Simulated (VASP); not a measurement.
Wanted: the native input for a VASP 6.6.1 run.

| Quantity | Value |
| --- | --- |
| Task | relaxation of cell and atoms |
| Functional | PBEsol |
| Potentials or basis | VASP PAW PBE potentials, release 64 (Ge, Sn) |
| Cutoff | 350 eV |
| k mesh | 2 × 2 × 2 |
| Occupations | gaussian, width 0.05 eV |
| Spin | no spin polarisation |
| Further INCAR settings | ALGO = Fast; EDIFF = 1e-06; IBRION = 2; EDIFFG = -0.01; NSW = 40; ISIF = 3 |

The structure of SnGe26 lies in POSCAR:

```
SnGe26
1.0
    0.0000000000      8.5200000000      8.5200000000
    8.5200000000      0.0000000000      8.5200000000
    8.5200000000      8.5200000000      0.0000000000
Ge Sn
52 2
Direct
    0.0000000000      0.0000000000      0.0000000000
    0.0833333300      0.0833333300      0.0833333300
    0.0000000000      0.0000000000      0.3333333300
    0.0833333300      0.0833333300      0.4166666700
    0.0000000000      0.0000000000      0.6666666700
    0.0833333300      0.0833333300      0.7500000000
    0.0000000000      0.3333333300      0.0000000000
    0.0833333300      0.4166666700      0.0833333300
    0.0833333300      0.4166666700      0.4166666700
    0.0000000000      0.3333333300      0.6666666700
    0.0833333300      0.4166666700      0.7500000000
    0.0000000000      0.6666666700      0.0000000000
    0.0833333300      0.7500000000      0.0833333300
    0.0000000000      0.6666666700      0.3333333300
    0.0833333300      0.7500000000      0.4166666700
    0.0000000000      0.6666666700      0.6666666700
    0.0833333300      0.7500000000      0.7500000000
    0.3333333300      0.0000000000      0.0000000000
    0.4166666700      0.0833333300      0.0833333300
    0.3333333300      0.0000000000      0.3333333300
    0.4166666700      0.0833333300      0.4166666700
    0.3333333300      0.0000000000      0.6666666700
    0.4166666700      0.0833333300      0.7500000000
    0.3333333300      0.3333333300      0.0000000000
    0.4166666700      0.4166666700      0.0833333300
    0.3333333300      0.3333333300      0.3333333300
    0.4166666700      0.4166666700      0.4166666700
    0.3333333300      0.3333333300      0.6666666700
    0.4166666700      0.4166666700      0.7500000000
    0.3333333300      0.6666666700      0.0000000000
    0.4166666700      0.7500000000      0.0833333300
    0.3333333300      0.6666666700      0.3333333300
    0.4166666700      0.7500000000      0.4166666700
    0.3333333300      0.6666666700      0.6666666700
    0.4166666700      0.7500000000      0.7500000000
    0.7500000000      0.0833333300      0.0833333300
    0.6666666700      0.0000000000      0.3333333300
    0.7500000000      0.0833333300      0.4166666700
    0.6666666700      0.0000000000      0.6666666700
    0.7500000000      0.0833333300      0.7500000000
    0.6666666700      0.3333333300      0.0000000000
    0.7500000000      0.4166666700      0.0833333300
    0.6666666700      0.3333333300      0.3333333300
    0.7500000000      0.4166666700      0.4166666700
    0.6666666700      0.3333333300      0.6666666700
    0.7500000000      0.4166666700      0.7500000000
    0.6666666700      0.6666666700      0.0000000000
    0.7500000000      0.7500000000      0.0833333300
    0.6666666700      0.6666666700      0.3333333300
    0.7500000000      0.7500000000      0.4166666700
    0.6666666700      0.6666666700      0.6666666700
    0.7500000000      0.7500000000      0.7500000000
    0.0000000000      0.3333333300      0.3333333300
    0.6666666700      0.0000000000      0.0000000000
```

The cell was built by a generator and needn't be a form met in nature.

The input as run:

INCAR

```
ALGO = Fast
EDIFF = 1E-6
EDIFFG = -0.01
ENCUT = 350
GGA = PS
IBRION = 2
ISIF = 3
ISMEAR = 0
LASPH = True
LCHARG = False
LREAL = False
LWAVE = False
NELM = 80
NSW = 40
PREC = Accurate
SIGMA = 0.05
```

KPOINTS

```
k-points
0
Gamma
  2 2 2
```

Potentials or basis: VASP PAW PBE potentials, release 64 (Ge, Sn).

Launch:

```bash
$ cat potpaw_PBE.64/Ge/POTCAR potpaw_PBE.64/Sn/POTCAR > POTCAR
$ mpirun -np 1 vasp_std > vasp.out
```

It gave:

```json
{
 "Relaxed volume": "23.62 Å³/atom",
 "Relaxed cell": "a = 12.169 Å, b = 12.169 Å, c = 12.169 Å, α = 60.04°, β = 60.04°, γ = 60.04°",
 "Space group after relaxing (to 0.05 Å)": "R3m (No. 160)",
 "Energy gained by relaxing": "17.7 meV/atom",
 "Ionic steps": "11",
 "Pressure after relaxing": "0.0 GPa",
 "Largest force after relaxing": "0.008 eV/Å",
 "Band gap on the k mesh": "none (metal or under the smearing width)"
}
```

Caveat: the PAW data sets were made with another functional, which shifts forces and pressure a little.

Run time: 84 min on 1 thread of Intel(R) Xeon(R) Platinum 8488C (Sapphire Rapids), on a shared host, peak memory 1.2 GiB.
